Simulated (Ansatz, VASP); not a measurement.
## SbP: VASP beside Ansatz

Wanted: the spread between two codes on one cell, functional and k mesh. The cell is generated by rule, not measured, and may not be a known phase. The cell is taken from a series of runs on this material, whose earlier steps may have relaxed, scaled, displaced or heated it; both programs get it as it stands.

Program: Ansatz 0.2.0. Level of theory: plane waves, with VASP 6.6.1 beside it; zone-centre phonons at PBEsol. Results are calculated unless marked as measured.

The structure was built from a prototype and need not be the compound's stable phase.

### Step 1. The structure

It takes space group Imm2 (No. 44, orthorhombic). Conventional cell: a = 3.894 Å, b = 5.607 Å, c = 4.081 Å, α = 90.00°, β = 90.00°, γ = 90.00°. Nearest to Sb lie 6 P at 2.61 to 3.04 Å. Nearest to P lie 6 Sb at 2.61 to 3.04 Å. Farther neighbours are not listed.

### Step 2. VASP: zone-centre phonons, PBEsol

Second derivatives magnify differences that forces hide, and they need a tight electronic threshold.

Lines of VASP's logs that name or quote its potential files are left out, and so is its time.

File INCAR:

```
SYSTEM = SbP
PREC = Accurate
ENCUT = 500
EDIFF = 1E-08
NELM = 120
ISMEAR = 1
SIGMA = 0.15
LREAL = .FALSE.
ALGO = Normal
GGA = PS
NBANDS = 11
LORBIT = 11
LWAVE = .FALSE.
LCHARG = .FALSE.
ISIF = 2
IBRION = 8
LASPH = .TRUE.
GGA_COMPAT = .FALSE.
KPAR = 2
```

File POSCAR:

```
SbP
1.0
   -1.9468091114      2.8035789022      2.0402735234
    1.9468091114     -2.8035789022      2.0402735234
    1.9468091114      2.8035789022     -2.0402735234
Sb P
1 1
Direct
    0.0154162802      0.0154162802      0.0000000000
    0.4428378563      0.9428378563      0.5000000000
```

File KPOINTS:

```
Automatic mesh
0
Gamma
14 14 14
0 0 0
```

Potentials, in the order of the species: Sb and P (PBE family, release 64).

Started as:

```bash
$ mpirun -np 2 vasp_std
```

Numbers of over 12 decimals in the logs are rounded to 6 here.

The log of the run:

```text
[banner, memory and clock lines left out]
running    2 mpi-ranks, on    1 nodes
 distrk:  each k-point on    1 cores,    2 groups
 distr:  one band on    1 cores,    1 groups

 POSCAR found type information on POSCAR SbP
 POSCAR found :  2 types and       2 ions
|                                                                             |
|               ----> ADVICE to this user running VASP <----                  |
|                                                                             |
|     You enforced a specific xc type in the INCAR file but a different       |
|     [... a line on the potential file left out ...]
|     I HOPE YOU KNOW WHAT YOU ARE DOING!                                     |
|                                                                             |

 LDA part: xc-table for (Slater+PW92), standard interpolation
 POSCAR, INCAR and KPOINTS ok, starting setup
 FFT: planning ... GRIDC
 FFT: planning ... GRID_SOFT
 FFT: planning ... GRID
 WAVECAR not read
 entering main loop
       N       E                     dE             d eps       ncg     rms          rms(c)
DAV:   1     0.248256862685E+02    0.24826E+02   -0.37927E+03  9451   0.696E+02
DAV:   2    -0.884706687481E+01   -0.33673E+02   -0.32514E+02 12679   0.114E+02
DAV:   3    -0.103487456258E+02   -0.15017E+01   -0.14922E+01 11601   0.248E+01
DAV:   4    -0.103611975995E+02   -0.12452E-01   -0.12449E-01 11177   0.267E+00
DAV:   5    -0.103613168207E+02   -0.11922E-03   -0.11922E-03 11531   0.271E-01    0.426E+00
DAV:   6    -0.102230312246E+02    0.13829E+00   -0.50684E-01 10541   0.264E+00    0.262E+00
DAV:   7    -0.102167174564E+02    0.63138E-02   -0.57884E-02 11378   0.120E+00    0.109E+00
DAV:   8    -0.102145633279E+02    0.21541E-02   -0.59758E-03 10529   0.383E-01    0.155E-01
DAV:   9    -0.102144542447E+02    0.10908E-03   -0.87542E-04 10694   0.155E-01    0.527E-02
DAV:  10    -0.102144632014E+02   -0.89568E-05   -0.52098E-05 11380   0.462E-02    0.226E-02
DAV:  11    -0.102144648570E+02   -0.16556E-05   -0.13510E-05 10822   0.179E-02    0.516E-03
DAV:  12    -0.102144647249E+02    0.13210E-06   -0.10568E-06 10790   0.621E-03    0.301E-03
DAV:  13    -0.102144647539E+02   -0.29020E-07   -0.69525E-08 11325   0.156E-03    0.137E-03
DAV:  14    -0.102144647863E+02   -0.32429E-07   -0.99588E-09  6286   0.578E-04    0.500E-04
DAV:  15    -0.102144647953E+02   -0.90127E-08   -0.23378E-09  5611   0.269E-04
   1 F= -.10214465E+02 E0= -.10214634E+02  d E =0.506169E-03
 Linear response reoptimize wavefunctions to high precision
DAV:   1    -0.102144648034E+02   -0.80859E-08   -0.27104E-10  6562   0.113E-04
DAV:   2    -0.102144648034E+02   -0.11028E-10   -0.33043E-11  5407   0.432E-05
 Linear response DOF=           6
 Linear response progress:
  Degree of freedom:   1/  6
       N       E                     dE             d eps       ncg     rms          rms(c)
RMM:   1    -0.224403542222E-01   -0.22440E-01    0.61821E-03 34583   0.124E+00
RMM:   2    -0.216826396637E-01    0.75771E-03   -0.17657E-03 26493   0.278E-01    0.700E-02
RMM:   3    -0.215751586993E-01    0.10748E-03   -0.13091E-05 27081   0.381E-02    0.407E-02
RMM:   4    -0.214768835875E-01    0.98275E-04    0.33217E-06 27173   0.222E-02    0.347E-03
RMM:   5    -0.214805766028E-01   -0.36930E-05   -0.56518E-07 27842   0.402E-03    0.105E-03
RMM:   6    -0.214814666605E-01   -0.89006E-06   -0.48851E-07 27975   0.818E-04    0.331E-04
RMM:   7    -0.214816887833E-01   -0.22212E-06   -0.14057E-07 27531   0.261E-04    0.609E-05
RMM:   8    -0.214814635340E-01    0.22525E-06   -0.38381E-08 28525   0.692E-05    0.313E-05
RMM:   9    -0.214813197537E-01    0.14378E-06    0.55244E-09 28962   0.224E-05    0.866E-06
RMM:  10    -0.214813140854E-01    0.56683E-08    0.26182E-09 29106   0.787E-06    0.328E-06
 first order change of Fermi-energy   0.46361E-04
 force on displaced ion       1 direction 1 :  -3.021  -0.000   0.005
 Linear response progress:
  Degree of freedom:   2/  6
       N       E                     dE             d eps       ncg     rms          rms(c)
RMM:   1    -0.230863354005E-01   -0.23086E-01    0.18802E-03 33113   0.127E+00
RMM:   2    -0.223684549386E-01    0.71788E-03   -0.17220E-03 26258   0.267E-01    0.753E-02
RMM:   3    -0.222186754999E-01    0.14978E-03   -0.30588E-05 26977   0.396E-02    0.441E-02
RMM:   4    -0.221205322993E-01    0.98143E-04   -0.16350E-05 25874   0.254E-02    0.386E-03
RMM:   5    -0.221322789084E-01   -0.11747E-04   -0.22817E-07 27870   0.501E-03    0.107E-03
RMM:   6    -0.221360875966E-01   -0.38087E-05   -0.58224E-08 27310   0.111E-03    0.242E-04
RMM:   7    -0.221351422184E-01    0.94538E-06   -0.17337E-08 28429   0.251E-04    0.810E-05
RMM:   8    -0.221350165114E-01    0.12571E-06    0.27412E-10 28320   0.656E-05    0.283E-05
RMM:   9    -0.221348858963E-01    0.13062E-06    0.55941E-09 28900   0.303E-05    0.419E-06
RMM:  10    -0.221348819032E-01    0.39932E-08   -0.52753E-11 28975   0.826E-06    0.141E-06
 first order change of Fermi-energy  -0.37291E-04
 force on displaced ion       1 direction 2 :   0.000   0.056   0.001
 Linear response progress:
  Degree of freedom:   3/  6
       N       E                     dE             d eps       ncg     rms          rms(c)
RMM:   1    -0.233834910319E-01   -0.23383E-01    0.37371E-04 19409   0.126E+00
RMM:   2    -0.220797324104E-01    0.13038E-02   -0.16644E-03 15258   0.270E-01    0.720E-02
RMM:   3    -0.218708222592E-01    0.20891E-03   -0.46020E-05 15552   0.436E-02    0.444E-02
RMM:   4    -0.216877239684E-01    0.18310E-03   -0.32137E-05 15151   0.293E-02    0.104E-02
RMM:   5    -0.216815848955E-01    0.61391E-05   -0.60715E-07 16040   0.536E-03    0.501E-03
RMM:   6    -0.216849444887E-01   -0.33596E-05   -0.14738E-07 15647   0.195E-03    0.550E-04
RMM:   7    -0.216838072048E-01    0.11373E-05   -0.57809E-09 16187   0.408E-04    0.314E-04
RMM:   8    -0.216834079435E-01    0.39926E-06   -0.27031E-09 16074   0.149E-04    0.355E-05
RMM:   9    -0.216834126367E-01   -0.46932E-08   -0.37859E-10 16670   0.320E-05    0.192E-05
 first order change of Fermi-energy   0.27694E+00
 force on displaced ion       1 direction 3 :  -0.000   0.000  -5.143
 Linear response progress:
  Degree of freedom:   4/  6
       N       E                     dE             d eps       ncg     rms          rms(c)
RMM:   1    -0.477257221636E-01   -0.47726E-01    0.26460E-02 39195   0.142E+00
RMM:   2    -0.462545930599E-01    0.14711E-02   -0.17370E-03 25287   0.264E-01    0.875E-02
RMM:   3    -0.464523555541E-01   -0.19776E-03   -0.60297E-05 26438   0.483E-02    0.465E-02
RMM:   4    -0.467236900947E-01   -0.27133E-03   -0.25291E-05 26949   0.299E-02    0.766E-03
RMM:   5    -0.467194979980E-01    0.41921E-05   -0.10826E-06 27911   0.807E-03    0.332E-03
RMM:   6    -0.467142711502E-01    0.52268E-05   -0.92924E-08 27669   0.111E-03    0.198E-03
RMM:   7    -0.467141934677E-01    0.77683E-07   -0.11827E-07 27922   0.547E-04    0.160E-04
RMM:   8    -0.467143582710E-01   -0.16480E-06    0.64077E-09 28933   0.857E-05    0.126E-04
RMM:   9    -0.467142524752E-01    0.10580E-06    0.17550E-09 28811   0.405E-05    0.960E-06
RMM:  10    -0.467142648043E-01   -0.12329E-07    0.22432E-09 29578   0.133E-05    0.247E-06
RMM:  11    -0.467142498559E-01    0.14948E-07    0.17284E-08 26367   0.857E-06    0.399E-07
RMM:  12    -0.467142517959E-01   -0.19400E-08    0.87287E-10 16392   0.702E-06    0.184E-07
 first order change of Fermi-energy   0.19948E-03
 force on displaced ion       2 direction 1 :  -3.020  -0.000  -0.001
 Linear response progress:
  Degree of freedom:   5/  6
       N       E                     dE             d eps       ncg     rms          rms(c)
RMM:   1    -0.492452000224E-01   -0.49245E-01    0.11868E-02 38371   0.139E+00
RMM:   2    -0.465132916993E-01    0.27319E-02   -0.20084E-03 25431   0.276E-01    0.912E-02
RMM:   3    -0.466175993717E-01   -0.10431E-03   -0.47670E-05 26555   0.489E-02    0.491E-02
RMM:   4    -0.468694368852E-01   -0.25184E-03   -0.20374E-05 26865   0.311E-02    0.561E-03
RMM:   5    -0.468794487264E-01   -0.10012E-04   -0.83916E-07 27927   0.608E-03    0.339E-03
RMM:   6    -0.468726301179E-01    0.68186E-05   -0.25879E-07 27597   0.132E-03    0.156E-03
RMM:   7    -0.468727709599E-01   -0.14084E-06   -0.27365E-08 27855   0.349E-04    0.346E-04
RMM:   8    -0.468729714759E-01   -0.20052E-06    0.97206E-09 28746   0.965E-05    0.109E-04
RMM:   9    -0.468727241381E-01    0.24734E-06    0.13625E-08 28891   0.384E-05    0.524E-06
RMM:  10    -0.468727485639E-01   -0.24426E-07    0.30029E-09 29422   0.121E-05    0.188E-06
RMM:  11    -0.468727330878E-01    0.15476E-07    0.17300E-08 26144   0.856E-06    0.586E-07
RMM:  12    -0.468727344953E-01   -0.14074E-08   -0.25013E-09 17409   0.675E-06    0.134E-07
 first order change of Fermi-energy   0.87789E-04
 force on displaced ion       2 direction 2 :  -0.000   0.052   0.000
 Linear response progress:
  Degree of freedom:   6/  6
       N       E                     dE             d eps       ncg     rms          rms(c)
RMM:   1    -0.487981641402E-01   -0.48798E-01    0.16810E-02 22248   0.141E+00
RMM:   2    -0.462769821850E-01    0.25212E-02   -0.18238E-03 14496   0.269E-01    0.858E-02
RMM:   3    -0.463616434124E-01   -0.84661E-04   -0.54682E-05 15228   0.482E-02    0.472E-02
RMM:   4    -0.465229406485E-01   -0.16130E-03   -0.25484E-05 15487   0.285E-02    0.996E-03
RMM:   5    -0.465368071225E-01   -0.13866E-04   -0.81913E-07 16065   0.610E-03    0.419E-03
RMM:   6    -0.465296999394E-01    0.71072E-05   -0.70468E-08 15774   0.152E-03    0.124E-03
RMM:   7    -0.465309838584E-01   -0.12839E-05   -0.13931E-09 16156   0.428E-04    0.372E-04
RMM:   8    -0.465312841370E-01   -0.30028E-06    0.17904E-10 16143   0.112E-04    0.978E-05
RMM:   9    -0.465311554056E-01    0.12873E-06   -0.80213E-10 16577   0.480E-05    0.993E-06
RMM:  10    -0.465311579719E-01   -0.25663E-08   -0.29440E-09 16989   0.128E-05    0.459E-06
 first order change of Fermi-energy  -0.27683E+00
 force on displaced ion       2 direction 3 :  -0.000   0.000  -5.145
 Linear response finished
```

From OUTCAR (step 2):

```text
ion  position               nearest neighbor table
   1  0.015  0.015  0.000-   2 2.61   2 2.61   2 2.82   2 2.82   2 3.04   2 3.04
   2  0.443  0.943  0.500-   1 2.61   1 2.61   1 2.82   1 2.82   1 3.04   1 3.04

  LATTYP: Found a body centered orthorhombic cell.
 ALAT       =     3.8936182228
 B/A-ratio  =     1.0480090274
 C/A-ratio  =     1.4400892649

 Subroutine GETGRP returns: Found  4 space group operations
 (whereof  4 operations were pure point group operations)

The static configuration has the point symmetry C_2v.

 Found    428 irreducible k-points:

   k-points           NKPTS =    428   k-points in BZ     NKDIM =    428   number of bands    NBANDS=     11

   dimension x,y,z NGX =    30 NGY =   30 NGZ =   30
   dimension x,y,z NGXF=    60 NGYF=   60 NGZF=   60

   ENCUT  =  500.0 eV  36.75 Ry    6.06 a.u.   7.25  7.25  7.25*2*pi/ulx,y,z

   NELECT =      10.0000    total number of electrons

 k-points in reciprocal lattice and weights: Automatic mesh
   0.00000000  0.00000000  0.00000000       0.000
   0.07142857  0.00000000  0.00000000       0.001
   0.14285714  0.00000000  0.00000000       0.001
   0.21428571  0.00000000  0.00000000       0.001
   0.28571429  0.00000000  0.00000000       0.001
   0.35714286  0.00000000 -0.00000000       0.001
   0.42857143  0.00000000  0.00000000       0.001
   0.50000000  0.00000000  0.00000000       0.001
   0.00000000  0.07142857  0.00000000       0.001
[...]
-0.42857143 -0.42857143  0.42857143       0.001
   0.50000000  0.50000000  0.50000000       0.000

 average (electrostatic) potential at core
       1 -84.9906       2 -80.9439

  Total        0.0611436      0.0457868      0.0592747      0.0000000      0.0000000      0.0000000
  in kB        2.1992607      1.6468948      2.1320390      0.0000000      0.0000000      0.0000000
  external PRESSURE =       1.9927315 kB  Pullay stress =       0.0000000 kB

  energy-cutoff  :      500.00
  volume of cell :       44.54
      direct lattice vectors                 reciprocal lattice vectors
    -1.946809111  2.803578902  2.040273523     0.000000000  0.178343474  0.245065181
     1.946809111 -2.803578902  2.040273523     0.256830522  0.000000000  0.245065181
     1.946809111  2.803578902 -2.040273523     0.256830522  0.178343474  0.000000000

 POSITION                                       TOTAL-FORCE (eV/Angst)
 -----------------------------------------------------------------------------------
      0.00000      0.00000      0.06291        -0.000000     -0.000000     -0.032831
      1.94681      0.00000      1.80702         0.000000      0.000000      0.032831
 -----------------------------------------------------------------------------------
    total drift:                                0.000000      0.000000     -0.000175

 Eigenvectors and eigenvalues of the dynamical matrix
 ----------------------------------------------------

   1 f  =    7.135791 THz    44.835497 2PiTHz  238.024366 cm-1    29.511247 meV
             X         Y         Z           dx          dy          dz
      0.000000  0.000000  0.062907     0.000000    0.000000   -0.450301
      1.946809  0.000000  1.807021     0.000000    0.000000    0.892877

   2 f  =    5.467471 THz    34.353132 2PiTHz  182.375196 cm-1    22.611632 meV
             X         Y         Z           dx          dy          dz
      0.000000  0.000000  0.062907    -0.450397   -0.000000    0.000000
      1.946809  0.000000  1.807021     0.892828   -0.000000    0.000000

   3 f  =    0.009907 THz     0.062249 2PiTHz    0.330467 cm-1     0.040973 meV
             X         Y         Z           dx          dy          dz
      0.000000  0.000000  0.062907    -0.000000   -0.886596    0.000000
      1.946809  0.000000  1.807021    -0.000000   -0.462545    0.000000

   4 f/i=    0.000323 THz     0.002032 2PiTHz    0.010788 cm-1     0.001338 meV
             X         Y         Z           dx          dy          dz
      0.000000  0.000000  0.062907     0.892828   -0.000000    0.000000
      1.946809  0.000000  1.807021     0.450397   -0.000000    0.000000

   5 f/i=    0.000350 THz     0.002196 2PiTHz    0.011661 cm-1     0.001446 meV
             X         Y         Z           dx          dy          dz
      0.000000  0.000000  0.062907     0.000000    0.000000    0.892877
      1.946809  0.000000  1.807021     0.000000    0.000000    0.450301

   6 f/i=    0.722474 THz     4.539438 2PiTHz   24.099138 cm-1     2.987911 meV
             X         Y         Z           dx          dy          dz
      0.000000  0.000000  0.062907     0.000000    0.462545    0.000000
      1.946809  0.000000  1.807021     0.000000   -0.886596    0.000000

 ELASTIC MODULI CONTR FROM IONIC RELAXATION (kBar)
 Direction    XX          YY          ZZ          XY          YZ          ZX
 --------------------------------------------------------------------------------
 XX        -175.0222    -60.3441   -281.3064      0.0000      0.0000      0.0000
 YY         -60.3441    -20.8054    -96.9887      0.0000      0.0000      0.0000
 ZZ        -281.3064    -96.9887   -452.1328      0.0000      0.0000      0.0000
 XY           0.0000      0.0000      0.0000      0.0000      0.0000      0.0000
 YZ           0.0000      0.0000      0.0000      0.0000      0.0000      0.0000
 ZX           0.0000      0.0000      0.0000      0.0000      0.0000   -211.5868
 --------------------------------------------------------------------------------
```

(Part 1 of 2 ends here.)

[Lines on the potential files, build, host, timing and source positions are cut from VASP's logs without a mark.]

[Logs are printed without paths, hosts, clocks, repeated set-up lines and the standing remarks that a program may print on its own settings, such as how far it seeks lower states.]

[Hosts, paths, dates, database ids (printed as entryN), source tags and the programs' standing remarks are cut or masked in the printed files.]
